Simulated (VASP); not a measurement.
Given:

```
CELL_PARAMETERS angstrom
      3.48195     0.00000     0.00000
      0.00000     3.48195     0.00000
      0.00000     0.00000     3.48195
ATOMIC_POSITIONS crystal
  Fe 0.00000 0.00000 0.00000
  Ni 0.00000 0.50000 0.50000
  Ni 0.50000 0.00000 0.50000
  Ni 0.50000 0.50000 0.00000
```
Starting moments (μB, in the order of the record's atoms Fe Ni Ni Ni): 2.8 0.6 0.6 0.6.

Method: AM05 GGA, VASP's PBE PAW potentials (set 64) (plane waves; VASP). Numerical set-up: 520 eV cut-off, 9×9×9 Γ-centred mesh, first-order Methfessel-Paxton smearing of 0.10 eV, potentials Fe Ni.

**Question.** Give the energy at these volumes per atom, relative to the lowest: 9.93, 10.25, 10.57, 10.89, 11.20 Å³.

**Answer.** 28.8, 6.4, 0.0, 6.8, 24.2 meV/atom. A third-order Birch-Murnaghan fit gives B0 = 222 GPa and B0′ = 5.5.

The compound is Ni3Fe in the L1_2 structure. It was relaxed first, which changed the volume by -6 %.
